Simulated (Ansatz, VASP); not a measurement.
Two plane-wave programs on CdPd

```xyz
2
Lattice="2.9631 0.0000 0.0000 0.0000 2.9631 0.0000 0.0000 0.0000 3.6239" Properties=species:S:1:pos:R:3 pbc="T T T"
Cd    0.0000    0.0000    0.0000
Pd    1.4816    1.4816    1.8119
```

Alike in both runs: functional LDA; k mesh 14 × 14 × 12; occupations gaussian, width 0.1 eV; no spin polarisation.

Ansatz relaxed the structure, and its values are those at the end. VASP's run is a single point on that final structure, the one shown.

```csv
,VASP,Ansatz
version,VASP 6.6.1,Ansatz 0.2.0
potentials or method,"VASP PAW LDA potentials, release 64 (Cd, Pd)","scalar-relativistic, plane waves, PAW"
plane-wave cutoff (eV),520,420
valence electrons in the cell,22,38
```

```csv
,VASP,Ansatz,Ansatz less VASP
gap on the k mesh at the Fermi level (eV),none,none,-
pressure (GPa),1.6,0.0,-1.55
```

A gap of «none» marks a metal or a gap that the smearing closes. The two sets of potentials don't hold the same shells in valence.
